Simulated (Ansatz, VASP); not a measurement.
**GaN: VASP beside Ansatz**

Aim: how closely do two programs agree when they are given the same cell, functional and k mesh? The cell is taken from a series of runs on this material, whose earlier steps may have relaxed, scaled, displaced or heated it; both programs get it as it stands.

Method: plane waves, with VASP 6.6.1 beside it; G0W0 gap at PBE, DFT+U, in Ansatz 0.2.0.

## 1. Set-up

The structure is hexagonal, space group P6_3mc (No. 186). The conventional cell has a = 3.190 Å, b = 3.190 Å, c = 5.189 Å, α = 90.00°, β = 90.00°, γ = 120.00°. Nearest to Ga lie 4 N at 1.95 Å. Nearest to N lie 4 Ga at 1.95 Å. Farther neighbours and most contacts between anions are not listed.

## 2. VASP: G0W0 gap, PBE, DFT+U

Quasiparticle shifts depend on high empty states and on the cores, so they are the hardest test of two PAW sets.

Lines of VASP's logs that name or quote its potential files are left out, and so is its time.

The run reads the wave functions of an earlier VASP run, which isn't shown here.

INCAR

```
SYSTEM = GaN
PREC = Accurate
ENCUT = 450
ISMEAR = 0
SIGMA = 0.01
LREAL = .FALSE.
GGA = PE
NBANDS = 208
LASPH = .TRUE.
ALGO = EVGW0
NELMGW = 1
ENCUTGW = 150
NOMEGA = 64
PRECFOCK = Fast
NBANDSGW = 32
LWAVE = .FALSE.
LCHARG = .FALSE.
```

POSCAR

```
GaN
1.0
    3.1900000000      0.0000000000      0.0000000000
   -1.5950000000      2.7626210381      0.0000000000
    0.0000000000      0.0000000000      5.1890000000
Ga N
2 2
Direct
    0.6666666667      0.3333333333      0.0000000000
    0.3333333333      0.6666666667      0.5000000000
    0.6666666667      0.3333333333      0.3750000000
    0.3333333333      0.6666666667      0.8750000000
```

KPOINTS

```
Automatic mesh
0
Gamma
9 9 4
0 0 0
```

The projector-augmented-wave data sets are Ga_d_GW and N_GW (PBE family, release 64).

The run is started by

```console
$ mpirun -np 16 vasp_std
```

Numbers of over 12 decimals in the logs are rounded to 6 here.

The log of the run:

```text
[banner, memory and clock lines left out]
running   16 mpi-ranks, on    1 nodes
 distrk:  each k-point on   16 cores,    1 groups
 distr:  one band on    1 cores,   16 groups

 POSCAR found type information on POSCAR GaN
 POSCAR found :  2 types and       4 ions
|                                                                             |
|           W    W    AA    RRRRR   N    N  II  N    N   GGGG   !!!           |
|           W    W   A  A   R    R  NN   N  II  NN   N  G    G  !!!           |
|           W    W  A    A  R    R  N N  N  II  N N  N  G       !!!           |
|           W WW W  AAAAAA  RRRRR   N  N N  II  N  N N  G  GGG   !            |
|           WW  WW  A    A  R   R   N   NN  II  N   NN  G    G                |
|           W    W  A    A  R    R  N    N  II  N    N   GGGG   !!!           |
|                                                                             |
|     For optimal performance we recommend to set                             |
|       NCORE = 2 up to number-of-cores-per-socket                            |
|     NCORE specifies how many cores store one orbital (NPAR=cpu/NCORE).      |
|     This setting can greatly improve the performance of VASP for DFT.       |
|     The default, NCORE=1 might be grossly inefficient on modern             |
|     multi-core architectures or massively parallel machines. Do your        |
|     Unfortunately you need to use the default for GW and RPA                |
|     calculations (for HF NCORE is supported but not extensively tested      |
|     yet).                                                                   |
|                                                                             |

|                                                                             |
|           W    W    AA    RRRRR   N    N  II  N    N   GGGG   !!!           |
|           W    W   A  A   R    R  NN   N  II  NN   N  G    G  !!!           |
|           W    W  A    A  R    R  N N  N  II  N N  N  G       !!!           |
|           W WW W  AAAAAA  RRRRR   N  N N  II  N  N N  G  GGG   !            |
|           WW  WW  A    A  R   R   N   NN  II  N   NN  G    G                |
|           W    W  A    A  R    R  N    N  II  N    N   GGGG   !!!           |
|                                                                             |
|     The default for ENCUTGWSOFT is different in this version of VASP.       |
|     please manually set ENCUTGWSOFT =150 in the INCAR file.                 |
|                                                                             |

 LDA part: xc-table for (Slater+PW92), standard interpolation
 found WAVECAR, reading the header
 POSCAR, INCAR and KPOINTS ok, starting setup
 FFT: planning ... GRIDC
 FFT: planning ... GRID_SOFT
 FFT: planning ... GRID
 reading WAVECAR
 the WAVECAR file was read successfully
 initial charge from wavefunction
 available memory per node:     14.34 GB, setting MAXMEM to     14684

 The Fermi energy was updated, please check that it is located mid-gap
 values below the HOMO (VB) or above the LUMO (CB) will cause erroneous energies
 E-fermi :   5.9782

 calculate exact exchange contribution
 the WAVEDER file was read successfully
energies w=
    0.000    0.000    0.481    0.000    0.961    0.000    1.439    0.000
    1.914    0.000    2.385    0.000    2.851    0.000    3.311    0.000
    3.766    0.000    4.215    0.000    4.657    0.000    5.094    0.000
    5.524    0.000    5.949    0.000    6.368    0.000    6.783    0.000
    7.193    0.000    7.599    0.000    8.002    0.000    8.403    0.000
    8.803    0.000    9.202    0.000    9.601    0.000   10.001    0.000
   10.404    0.000   10.810    0.000   11.219    0.000   11.635    0.000
   12.057    0.000   12.488    0.000   12.928    0.000   13.379    0.000
   13.843    0.000   14.323    0.000   14.819    0.000   15.336    0.000
   15.875    0.000   16.439    0.000   17.033    0.000   17.660    0.000
   18.325    0.000   19.034    0.000   19.794    0.000   20.610    0.000
   21.495    0.000   22.457    0.000   23.511    0.000   24.672    0.000
   25.961    0.000   27.403    0.000   29.030    0.000   30.881    0.000
   33.011    0.000   35.489    0.000   38.410    0.000   41.909    0.000
   46.173    0.000   51.486    0.000   58.285    0.000   67.285    0.000
   79.747    0.000   98.112    0.000  127.812    0.000  183.873    0.000
 responsefunction array rank=     208
 LDA part: xc-table for (Slater+PW92), standard interpolation

 min. memory requirement per mpi rank    448.4 MB, per node   7173.8 MB

 allocating   4 responsefunctions rank=   208
 shmem allocating  64 responsefunctions rank=   208
 response function shared by NCSHMEM nodes    1
 Doing            4  frequencies on each core in blocks of           64
NQ=   1    0.0000    0.0000    0.0000,
|.........|.........|.........|.........|.........|.........|.........|.........
 performed       2695000 updates of chi_q(r,r)
 total number of BLAS operations        836.84 Gflops
NQ=   2    0.1111   -0.0000    0.0000,
|.........|.........|.........|.........|.........|.........|.........|.........
 performed       7227000 updates of chi_q(r,r)
 total number of BLAS operations       2132.07 Gflops
NQ=   3    0.2222    0.0000    0.0000,
|.........|.........|.........|.........|.........|.........|.........|.........
[...]
|.........|.........|.........|.........|.........|.........|.........|.........
 performed      37055000 updates of chi_q(r,r)
 total number of BLAS operations      10516.36 Gflops
NQ=   9    0.4444    0.1111    0.0000,
|.........|.........|.........|.........|.........|.........|.........|.........
 performed      41827000 updates of chi_q(r,r)
 total number of BLAS operations      12074.11 Gflops
NQ=  10    0.2222    0.2222    0.0000,
|.........|.........|.........|.........|.........|.........|.........|.........
 performed      46599000 updates of chi_q(r,r)
 total number of BLAS operations      13466.83 Gflops
NQ=  11    0.3333    0.2222    0.0000,
|.........|.........|.........|.........|.........|.........|.........|.........
 performed      52329000 updates of chi_q(r,r)
 total number of BLAS operations      15246.00 Gflops
NQ=  12    0.3333    0.3333    0.0000,
|.........|.........|.........|.........|.........|.........|.........|.........
 performed      55477000 updates of chi_q(r,r)
 total number of BLAS operations      16263.45 Gflops
NQ=  13    0.0000    0.0000    0.2500,
|.........|.........|.........|.........|.........|.........|.........|.........
 performed      58332000 updates of chi_q(r,r)
 total number of BLAS operations      17140.92 Gflops
NQ=  14    0.1111   -0.0000    0.2500,
|.........|.........|.........|.........|.........|.........|.........|.........
 performed      63423000 updates of chi_q(r,r)
 total number of BLAS operations      18642.48 Gflops
NQ=  15    0.2222    0.0000    0.2500,
|.........|.........|.........|.........|.........|.........|.........|.........
 performed      68514000 updates of chi_q(r,r)
 total number of BLAS operations      20097.48 Gflops
NQ=  16    0.3333   -0.0000    0.2500,
|.........|.........|.........|.........|.........|.........|.........|.........
 performed      73605000 updates of chi_q(r,r)
 total number of BLAS operations      21599.04 Gflops
NQ=  17    0.4444    0.0000    0.2500,
|.........|.........|.........|.........|.........|.........|.........|.........
 performed      78696000 updates of chi_q(r,r)
 total number of BLAS operations      23085.00 Gflops
NQ=  18    0.1111    0.1111    0.2500,
|.........|.........|.........|.........|.........|.........|.........|.........
 performed      84266000 updates of chi_q(r,r)
 total number of BLAS operations      24660.15 Gflops
NQ=  19    0.2222    0.1111    0.2500,
|.........|.........|.........|.........|.........|.........|.........|.........
 performed      90795000 updates of chi_q(r,r)
 total number of BLAS operations      26506.31 Gflops
NQ=  20    0.3333    0.1111    0.2500,
|.........|.........|.........|.........|.........|.........|.........|.........
 performed      97324000 updates of chi_q(r,r)
 total number of BLAS operations      28431.86 Gflops
NQ=  21    0.4444    0.1111    0.2500,
|.........|.........|.........|.........|.........|.........|.........|.........
 performed     102894000 updates of chi_q(r,r)
 total number of BLAS operations      30074.75 Gflops
NQ=  22    0.2222    0.2222    0.2500,
|.........|.........|.........|.........|.........|.........|.........|.........
 performed     108464000 updates of chi_q(r,r)
 total number of BLAS operations      31717.64 Gflops
NQ=  23    0.3333    0.2222    0.2500,
|.........|.........|.........|.........|.........|.........|.........|.........
 performed     114993000 updates of chi_q(r,r)
 total number of BLAS operations      33663.31 Gflops
NQ=  24    0.3333    0.3333    0.2500,
|.........|.........|.........|.........|.........|.........|.........|.........
 performed     118433000 updates of chi_q(r,r)
 total number of BLAS operations      34710.02 Gflops
NQ=  25    0.0000    0.0000    0.5000,
|.........|.........|.........|.........|.........|.........|.........|.........
 performed     121128000 updates of chi_q(r,r)
 total number of BLAS operations      35488.45 Gflops
NQ=  26    0.1111   -0.0000    0.5000,
|.........|.........|.........|.........|.........|.........|.........|.........
 performed     125660000 updates of chi_q(r,r)
 total number of BLAS operations      36825.12 Gflops
NQ=  27    0.2222    0.0000    0.5000,
|.........|.........|.........|.........|.........|.........|.........|.........
 performed     130192000 updates of chi_q(r,r)
 total number of BLAS operations      38106.68 Gflops
NQ=  28    0.3333   -0.0000    0.5000,
|.........|.........|.........|.........|.........|.........|.........|.........
 performed     134724000 updates of chi_q(r,r)
 total number of BLAS operations      39528.20 Gflops
NQ=  29    0.4444    0.0000    0.5000,
|.........|.........|.........|.........|.........|.........|.........|.........
 performed     139256000 updates of chi_q(r,r)
 total number of BLAS operations      40864.87 Gflops
NQ=  30    0.1111    0.1111    0.5000,
|.........|.........|.........|.........|.........|.........|.........|.........
 performed     144028000 updates of chi_q(r,r)
 total number of BLAS operations      42243.04 Gflops
NQ=  31    0.2222    0.1111    0.5000,
|.........|.........|.........|.........|.........|.........|.........|.........
 performed     149758000 updates of chi_q(r,r)
 total number of BLAS operations      43933.05 Gflops
NQ=  32    0.3333    0.1111    0.5000,
|.........|.........|.........|.........|.........|.........|.........|.........
 performed     155488000 updates of chi_q(r,r)
 total number of BLAS operations      45623.05 Gflops
NQ=  33    0.4444    0.1111    0.5000,
|.........|.........|.........|.........|.........|.........|.........|.........
 performed     160260000 updates of chi_q(r,r)
 total number of BLAS operations      47001.22 Gflops
NQ=  34    0.2222    0.2222    0.5000,
|.........|.........|.........|.........|.........|.........|.........|.........
 performed     165032000 updates of chi_q(r,r)
 total number of BLAS operations      48438.03 Gflops
NQ=  35    0.3333    0.2222    0.5000,
|.........|.........|.........|.........|.........|.........|.........|.........
 performed     170762000 updates of chi_q(r,r)
 total number of BLAS operations      50128.03 Gflops
NQ=  36    0.3333    0.3333    0.5000,
|.........|.........|.........|.........|.........|.........|.........|.........
 performed     173910000 updates of chi_q(r,r)
 total number of BLAS operations      50999.30 Gflops
 resolving degeneracies of screened two electron integrals

 calculate QP shifts <psi_nk| G(iteration)W_0 |psi_nk>: iteration 1
 entering main loop
```

From OUTCAR (step 2):

```text
ion  position               nearest neighbor table
   1  0.667  0.333  0.000-   3 1.95   4 1.95   4 1.95   4 1.95
   2  0.333  0.667  0.500-   4 1.95   3 1.95   3 1.95   3 1.95
   3  0.667  0.333  0.375-   1 1.95   2 1.95   2 1.95   2 1.95
   4  0.333  0.667  0.875-   2 1.95   1 1.95   1 1.95   1 1.95

  LATTYP: Found a hexagonal cell.
 ALAT       =     3.1900000000
 C/A-ratio  =     1.6266457680

 Subroutine GETGRP returns: Found 12 space group operations
 (whereof  6 operations were pure point group operations)

The static configuration has the point symmetry C_3v.
 The point group associated with its full space group is C_6v.

 Found     36 irreducible k-points:

   k-points           NKPTS =     36   k-points in BZ     NKDIM =    324   number of bands    NBANDS=    208

   dimension x,y,z NGX =    24 NGY =   24 NGZ =   36
   dimension x,y,z NGXF=    48 NGYF=   48 NGZF=   72

   ENCUT  =  450.0 eV  33.07 Ry    5.75 a.u.   5.52  5.52  8.98*2*pi/ulx,y,z

   NELECT =      36.0000    total number of electrons

  energy-cutoff  :      450.00
  volume of cell :       45.73
      direct lattice vectors                 reciprocal lattice vectors
     3.190000000  0.000000000  0.000000000     0.313479624  0.180987545  0.000000000
    -1.595000000  2.762621038  0.000000000     0.000000000  0.361975090  0.000000000
     0.000000000  0.000000000  5.189000000     0.000000000  0.000000000  0.192715359

 k-points in reciprocal lattice and weights: Automatic mesh
   0.00000000  0.00000000  0.00000000       0.003
   0.11111111 -0.00000000  0.00000000       0.019
   0.22222222  0.00000000  0.00000000       0.019
   0.33333333 -0.00000000  0.00000000       0.019
   0.44444444  0.00000000  0.00000000       0.019
   0.11111111  0.11111111  0.00000000       0.019
   0.22222222  0.11111111  0.00000000       0.037
   0.33333333  0.11111111  0.00000000       0.037
   0.44444444  0.11111111  0.00000000       0.019
[...]
0.33333333  0.22222222  0.50000000       0.037
   0.33333333  0.33333333  0.50000000       0.006

 E-fermi :   5.9782

 QP shifts <psi_nk| G(iteration)W_0 |psi_nk>: iteration 1
 for sc-GW calculations column KS-energies equals QP-energies in previous step
 and V_xc(KS)=  KS-energies - (<T + V_ion + V_H > + <T+V_H+V_ion>^1  + <V_x>^1)
 k-point   1 :       0.0000    0.0000    0.0000
  band No.  KS-energies  QP-energies   sigma(KS)   V_xc(KS)     V^pw_x(r,r')   Z            occupation Imag(sigma)
    ...
     15       3.9667       3.3467     -17.7275     -16.9189     -20.7237       0.7668       2.0000       0.0596
     16       4.8706       4.4549     -18.3486     -17.8096     -21.1584       0.7711       2.0000       0.0570
     17       4.9233       4.5000     -18.4216     -17.8722     -21.2262       0.7705       2.0000       0.0568
     18       4.9233       4.5000     -18.4216     -17.8722     -21.2262       0.7705       2.0000       0.0568
     19       7.0331       7.6388     -12.6212     -13.3734      -9.1727       0.8052       0.0000      -0.0267
     20       9.3483      10.1232     -11.5623     -12.5187      -7.3593       0.8102       0.0000      -0.0378
     21      14.2434      15.2335     -13.2626     -14.5842      -7.7183       0.7492       0.0000      -0.0953
     22      14.9622      15.6532     -10.3735     -11.2410      -5.2605       0.7966       0.0000      -0.0743
    ...

 k-point   2 :       0.1111   -0.0000    0.0000
  band No.  KS-energies  QP-energies   sigma(KS)   V_xc(KS)     V^pw_x(r,r')   Z            occupation Imag(sigma)
    ...
     15       3.7287       3.0719     -17.5146     -16.6565     -20.5433       0.7653       2.0000       0.0605
     16       3.9768       3.4814     -17.4582     -16.8149     -20.1545       0.7702       2.0000       0.0566
     17       4.7592       4.3172     -18.2555     -17.6817     -21.0893       0.7704       2.0000       0.0574
     18       4.8262       4.3806     -18.3542     -17.7756     -21.1909       0.7701       2.0000       0.0572
     19       7.9072       8.5582     -13.4216     -14.2381     -10.0631       0.7973       0.0000      -0.0248
     20      10.0587      10.9026     -12.0740     -13.1254      -7.7963       0.8026       0.0000      -0.0394
     21      13.8220      14.6731     -11.9618     -13.0674      -6.7492       0.7698       0.0000      -0.0789
     22      14.2305      15.0233     -11.1981     -12.2097      -6.0684       0.7837       0.0000      -0.0769
    ...

 k-point   3 :       0.2222    0.0000    0.0000
  band No.  KS-energies  QP-energies   sigma(KS)   V_xc(KS)     V^pw_x(r,r')   Z            occupation Imag(sigma)
    ...
     15       2.4930       1.8226     -16.9577     -16.0748     -20.1349       0.7593       2.0000       0.0694
     16       3.2100       2.4724     -17.1003     -16.1328     -20.2079       0.7624       2.0000       0.0632
     17       4.3878       3.8688     -17.9098     -17.2349     -20.7954       0.7690       2.0000       0.0583
     18       4.5641       4.0571     -18.1530     -17.4933     -21.0527       0.7686       2.0000       0.0582
     19       9.1403       9.8828     -13.2651     -14.2035      -9.4008       0.7912       0.0000      -0.0329
     20      10.9587      11.8248     -11.7136     -12.7945      -7.2163       0.8013       0.0000      -0.0447
     21      12.6422      13.4535     -11.5956     -12.6296      -6.7271       0.7847       0.0000      -0.0622
     22      13.5744      14.4418     -11.6706     -12.7808      -6.7338       0.7814       0.0000      -0.0701
    ...

 k-point   4 :       0.3333   -0.0000    0.0000
  band No.  KS-energies  QP-energies   sigma(KS)   V_xc(KS)     V^pw_x(r,r')   Z            occupation Imag(sigma)
    ...
     15       1.1284       0.3087     -16.3922     -15.2950     -19.9937       0.7471       2.0000       0.0868
     16       2.7035       1.8962     -16.7374     -15.6733     -19.9248       0.7588       2.0000       0.0662
     17       3.7230       3.0897     -17.2440     -16.4175     -20.1893       0.7662       2.0000       0.0594
     18       4.2581       3.6887     -17.9223     -17.1797     -20.8774       0.7668       2.0000       0.0592
     19       9.9560      10.6569     -12.0433     -12.9216      -7.8231       0.7981       0.0000      -0.0417
     20      10.7600      11.5804     -11.2616     -12.2781      -6.8439       0.8071       0.0000      -0.0445
     21      11.6608      12.4288     -11.4763     -12.4451      -6.9869       0.7928       0.0000      -0.0540
     22      13.4852      14.5388     -12.9624     -14.3378      -7.7924       0.7660       0.0000      -0.0718
    ...

[... 4 further parts left out ...]
```

(Continued in part 2 of 2.)

[Lines on the potential files, build, host, timing and source positions are cut from VASP's logs without a mark.]

[Logs are printed without paths, hosts, clocks, repeated set-up lines and the standing remarks that a program may print on its own settings, such as how far it seeks lower states.]

[Hosts, paths, dates, database ids (printed as entryN), source tags and the programs' standing remarks are cut or masked in the printed files.]
